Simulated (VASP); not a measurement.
```
CELL_PARAMETERS angstrom
      0.00000     3.22064     3.22064
      3.22064     0.00000     3.22064
      3.22064     3.22064     0.00000
ATOMIC_POSITIONS crystal
  Te 0.50000 0.50000 0.50000
  Pb 0.00000 0.00000 0.00000
```

These are PBEsol GGA with spin-orbit coupling, VASP's PBE PAW potentials (set 64) (plane waves; VASP) values and carry that method's errors. Run with 400 eV cut-off, 7×7×7 Γ-centred mesh, Gaussian smearing of 0.050 eV, potentials Te Pb_d.

Task: Estimate the energy per atom (σ→0), band gap (over mesh and band path) with the smallest direct gap where there is one.

Result: 
```json
{
  "band gap (over mesh and band path)": "0.03 eV",
  "smallest direct gap (over mesh and band path)": "0.03 eV",
  "energy per atom (σ→0)": "-4.397 eV/atom"
}
```

The compound is PbTe in the rock salt structure. It was relaxed first.
